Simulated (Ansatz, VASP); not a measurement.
**GeCN2: VASP beside Ansatz**

The input INCAR:

```
SYSTEM = GeCN2
ALGO     = Normal         ! electronic algorithm
EDIFF    = 1E-6           ! SCF threshold, eV
ENCUT    = 520            ! plane-wave cutoff, eV
GGA      = PS             ! functional
ISIF     = 2              ! what is computed and relaxed
ISMEAR   = -1             ! smearing method
LASPH    = .True.         ! aspherical terms in the spheres
LCHARG   = .False.        ! write CHGCAR
LREAL    = .False.        ! projectors in reciprocal space
LWAVE    = .False.        ! write WAVECAR
NBANDS   = 22             ! bands
NELM     = 100            ! most SCF steps
PREC     = Accurate       ! precision mode
SIGMA    = 0.05           ! smearing width, eV
```

File KPOINTS:

```
k-points
0
Gamma
  9 9 9
  0 0 0
```

File POSCAR:

```
GeCN2
1.0
    1.7937903697      1.0356453528      4.9219572124
   -1.7937903697      1.0356453528      4.9219572124
    0.0000000000     -2.0712907056      4.9219572124
Ge N C
1 2 1
Direct
    0.0000000000      0.0000000000      0.0000000000
    0.5839044000      0.5839044000      0.5839044000
    0.4160956000      0.4160956000      0.4160956000
    0.5000000000      0.5000000000      0.5000000000
```

File input.yaml:

```yaml
crystal:
  lattice:
    - [1.7937903697, 1.0356453528, 4.9219572124]
    - [-1.7937903697, 1.0356453528, 4.9219572124]
    - [0.0, -2.0712907056, 4.9219572124]
  atoms:
    - { symbol: Ge, position: [0.0, 0.0, 0.0] }
    - { symbol: "N", position: [0.5839044, 0.5839044, 0.5839044] }
    - { symbol: "N", position: [0.4160956, 0.4160956, 0.4160956] }
    - { symbol: C, position: [0.5, 0.5, 0.5] }
hamiltonian:
  xc: pbesol
  pseudopotentials: { kind: paw }
kpoints:
  mp_grid: { grid: [9, 9, 9] }
  band_path:
    path:
      - [[0.0, 0.0, 0.0], [0.5, 0.0, 0.0], [0.5, 0.1961825099, -0.1961825099]]
      - [[0.8038174901, 0.5, 0.1961825099], [0.5, 0.5, 0.5], [0.0, 0.0, 0.0], [0.3480912549, 0.0, -0.3480912549]]
      - [[0.6519087451, 0.3480912549, 0.0], [0.5, 0.5, 0.0], [0.6519087451, 0.6519087451, 0.1961825099], [0.5, 0.5, 0.5]]
      - [[0.5, 0.0, 0.0], [0.8038174901, 0.3480912549, 0.3480912549]]
    npoints: 14
scf:
  occupations: { method: fermi_dirac, width: 0.05 }
  n_extra_bands: 10
output:
  forces: true
  stress: true
  eigenvalues: true
  fatbands: true
```

The cell comes from a database or a generator and needn't be the stable form of this composition.

Alike in both runs: functional PBEsol; k mesh 9 × 9 × 9; occupations fermi-dirac, width 0.05 eV; no spin polarisation.

|  | VASP | Ansatz |
| --- | --- | --- |
| version | VASP 6.6.1 | Ansatz 0.2.0 |
| potentials or method | VASP PAW PBE potentials, release 64 (Ge_d, N, C) | Ansatz PAW |
| plane-wave cutoff (eV) | 520 | 420 |
| valence electrons in the cell | 28 | 28 |
| task | single point | band structure |

```tsv
	VASP	Ansatz	Ansatz less VASP
gap on the k mesh at the Fermi level (eV)	1.00	1.00	+0.002
least direct gap on the mesh (eV)	1.82	1.84	+0.016
pressure (GPa)	-3.1	-3.3	-0.18
largest component of the traceless stress (GPa)	0.54	0.12	-0.423
rms of the force components (eV/Å)	0.077	0.027	-0.0505
```

Atom by atom the forces differ by 0.051 eV/Å (rms over components).

Caveats: the standard files for N, O and F lose accuracy on very short bonds (VASP); the PAW data sets were made with another functional, which shifts forces and pressure a little (VASP); an odd mesh through Γ misses points on the zone boundary, where band edges often lie (VASP); the k mesh misses the band edges, so the gap on the mesh is wider than the one along the path (Ansatz); the pressure holds a Pulay correction of +0.5 GPa for the finite cutoff (Ansatz); the PAW data sets come from PBE, with cores solved anew for the run's functional, which leaves a small shift of forces and pressure (Ansatz). Expect the measured gap to be larger: semilocal functionals such as PBEsol lack the derivative discontinuity.
